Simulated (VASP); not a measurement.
H2Os, 3 atoms in the cell. The typed cell holds 3 atoms: a = 2.492 Å, b = 2.492 Å, c = 4.602 Å, α = 90.00°, β = 90.00°, γ = 90.00°. The cell was built by a generator and needn't be a form met in nature. The cell isn't the ideal one: atoms moved at random, drawn with an rms of 0.05 Å.

```yaml
Program: VASP 6.6.1
Task: single point
Functional: PBE
Potentials_or_basis: VASP PAW PBE potentials, release 64 (H, Os)
Cutoff: 520 eV
k_mesh: 11 × 11 × 6
Occupations: fermi-dirac, width 0.05 eV
Spin: no spin polarisation
Further_INCAR_settings: ALGO = Normal; EDIFF = 1e-07; NBANDS = 12
```

Potentials or basis: VASP PAW PBE potentials, release 64 (H, Os).

Run with:

```sh
$ cat potpaw_PBE.64/H/POTCAR potpaw_PBE.64/Os/POTCAR > POTCAR
$ mpirun -np 1 vasp_std > vasp.out
```

Hardware: 1 thread of Intel(R) Xeon(R) Platinum 8375C CPU @ 2.90GHz (Ice Lake), with other jobs on the host.

Problem. Estimate the wall time of this run.

Solution. It took 98 s on 1 thread of Intel(R) Xeon(R) Platinum 8375C CPU @ 2.90GHz (Ice Lake), on a shared host, peak memory 0.25 GiB. Counts: scf iterations 14, k points 364.
